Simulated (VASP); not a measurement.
Calculation: LDA (Ceperley-Alder, Perdew-Zunger), VASP's LDA PAW potentials (set 64) (plane waves; VASP).

VASP input:

### KPOINTS
```
Automatic mesh
0
Gamma
6 6 3
0 0 0
```

File POSCAR:
```
FeI2
1
    4.0662370000     0.0000000000     0.0000000000
   -2.0331180000     3.5214640000     0.0000000000
    0.0000000000     0.0000000000     7.0905880000
Fe I
1 2
Direct
  0.0000000000   0.0000000000   0.0000000000
  0.3333330000   0.6666670000   0.2271600000
  0.6666670000   0.3333330000   0.7728400000
```

**INCAR**
```
SYSTEM = FeI2
PREC = Accurate; ENCUT = 300; LREAL = F
LASPH = T
EDIFF = 1E-6; NELM = 100; ALGO = Normal
LMAXMIX = 4
ISMEAR = 0; SIGMA = 0.136
ISPIN = 2
IBRION = 2; NSW = 50; ISIF = 3
EDIFFG = -0.01
LWAVE = F; LCHARG = F; LORBIT = 11
```

POTCAR, in this order: Fe I (LDA.64 set). Program: vasp_std. The INCAR's line for the spin-polarised start is left out here.

**Question.** What will the output report for the number of irreducible k-points (NKPTS), largest plane-wave count, number of space-group operations, FFT grid (NGX, NGY, NGZ)?

**Answer.** 
```
Quantity                                      Result
--------------------------------------  ------------
number of irreducible k-points (NKPTS)            17
largest plane-wave count                        1204
number of space-group operations                  12
FFT grid (NGX, NGY, NGZ)                24 × 24 × 40
```

The structure comes from a computed database's FeI2 entry (P-3m1); how it stands against other phases isn't given here. This run relaxes it. Symmetry was kept, so distortions that lower it aren't found. The k-mesh is coarse (spacing up to 0.32 per Å, 2π included), so the numbers may not be converged in it. The run is one of a series of settings (EDIFFG = -0.01, IBRION = 2, ISIF = 3, NSW = 50 against the base run), some of them coarse on purpose.
